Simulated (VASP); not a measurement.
Input of a VASP 6.6.1 run:

INCAR

```
SYSTEM = Si
PREC = Accurate
ENCUT = 520
EDIFF = 1E-6
ISMEAR = 0
SIGMA = 0.1
LREAL = .False.
LASPH = .True.
NELM = 100
ALGO = Fast
ISIF = 2
LWAVE = .False.
LCHARG = .True.
LDIPOL = .True.
IDIPOL = 3
DIPOL = 0.5 0.5 0.294
GGA = PE
LELF = .True.
LVHAR = .True.
LVACPOTAV = .True.
NBANDS = 8
```

KPOINTS

```
regular mesh
0
Gamma
  24 22 1
  0 0 0
```

The input POSCAR:

```
Si
1.0
    2.3711059310      0.0000000000      0.0000000000
    0.0000000000      2.4437784033      0.0000000000
    0.0000000000      0.0000000000     23.8000000000
Si
1
Direct
    0.5000000000      0.5000000000      0.2941176471
```

Potentials or basis: VASP PAW PBE potentials, release 64 (Si).

Launch:

```console
$ cat potpaw_PBE.64/Si/POTCAR > POTCAR
$ mpirun -np 1 vasp_std > vasp.out
```

Q: Estimate the band gap on the k mesh.

A: None (metal or under the smearing width).

Q: What does it give for the work function of the lower face?

A: 4.76 eV.

Q: Predict the work function of the upper face.

A: 4.76 eV.
